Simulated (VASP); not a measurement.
CoGa (CsCl type) relaxed at rising pressure, in one space group throughout; other phases were not tried. The pressures are those reached. All values below come from PBE GGA, VASP's PBE PAW potentials (set 64) (plane waves; VASP).

```csv
P (GPa),V (Å³/atom),k-mesh
0.01,11.973,13×13×13
4.93,11.663,13×13×13
9.92,11.391,13×13×13
19.79,10.938,13×13×13
29.76,10.564,13×13×13
```

Fit an equation of state and predict the volume at 44.90 GPa.

Least squares on the third-order Birch-Murnaghan form, P = (3B0/2)(y⁷ − y⁵)[1 + (3/4)(B′ − 4)(y² − 1)] with y = (V0/V)^(1/3), gives V0 = 11.973 Å³/atom, B0 = 177 GPa and B′ = 4.7, and so 10.102 Å³/atom. The run gave 10.102 Å³/atom, -0.0 % from the fit.

Pressures at which the relaxation failed are left out.

The compound is CoGa in the CsCl type structure. The run is not spin-polarised, so no magnetic state was tried.
